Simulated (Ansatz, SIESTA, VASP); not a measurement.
# NiB2W2 (P1, 5 atoms in the cell) computed with different codes at matched settings

Self-consistent single point, at a second geometry (atoms moved at random). First geometry:

```
CELL_PARAMETERS angstrom
     -1.57135     2.23844     3.47838
      1.57135    -2.23844     3.47838
      1.57135     2.23844    -3.47838
ATOMIC_POSITIONS crystal
  Ni 0.00000 0.00000 0.00000
  B  0.70381 0.50000 0.20381
  B  0.29619 0.50000 0.79619
  W  0.70059 0.20059 0.50000
  W  0.29941 0.79941 0.50000
```

Second geometry:
```
CELL_PARAMETERS angstrom
     -1.57135     2.23844     3.47838
      1.57135    -2.23844     3.47838
      1.57135     2.23844    -3.47838
ATOMIC_POSITIONS crystal
  Ni 0.99338 0.97700 0.97607
  B  0.71890 0.51797 0.23586
  B  0.29214 0.51051 0.80659
  W  0.70218 0.19121 0.47890
  W  0.29340 0.80331 0.50257
```

Shared settings, as Ansatz (a quantum-chemistry and plane-wave program) writes them: kpoints.mp_grid.grid = 8 8 8; scf.occupations.method = fermi_dirac; scf.occupations.width = 0.1 eV. Potentials and cutoffs stand in the table.

```tsv
code	model	ΔF from the first geometry (meV/atom)	pressure (GPa)	largest force (eV/Å)	cutoff
Ansatz	LDA (PW92), PAW files made with PBE	43.1	7.86	1.881	default
VASP	LDA (PZ), VASP's LDA PAW potentials (set 64)	43.5	9.50	1.909	400 eV
SIESTA	LDA PW92, numerical atomic orbitals DZP, PseudoDojo LDA standard norm-conserving potentials (rewritten from UPF to PSML)	41.0	8.20	1.809	grid 300 Ry
```

Size of the force on each atom (eV/Å): Sizes of forces hide their directions.

| code | Ni1 | B2 | B3 | W4 | W5 |
|---|---|---|---|---|---|
| Ansatz | 1.516 | 1.881 | 1.097 | 1.733 | 0.681 |
| VASP | 1.554 | 1.909 | 1.113 | 1.740 | 0.675 |
| SIESTA | 1.527 | 1.809 | 1.076 | 1.713 | 0.676 |

On Ansatz's run: spin-orbit coupling is off. Spin polarisation is off.

The spread over the programs that give each value: ΔF from the first geometry within 2.5 meV/atom; pressure within 1.64 GPa; largest force within 0.100 eV/Å.

SIESTA uses small atom-centred bases, whose incompleteness enters pressures, forces and empty levels differently from a plane-wave cutoff. Ansatz's pressure is given at a fixed set of plane waves, as the other plane-wave codes print theirs; with its correction for the finite basis it is 7.98 GPa. The same LDA comes in different parametrisations, which differ slightly. In the force vectors, SIESTA (by 0.111) lies more than 0.08 eV/Å from the median of the plane-wave programs.

VASP's run is marked for a possible Pulay error in its stress at this cutoff; no cutoff test was made.

The starting cell comes from a database of computed structures (which also holds hypothetical and non-ambient phases and stackings), without a prior relaxation at this level. Its lattice was rescaled by a random factor within 2.5 % of one. For this run, on top of that: atoms moved at random.

Keys are those of Ansatz 0.2.
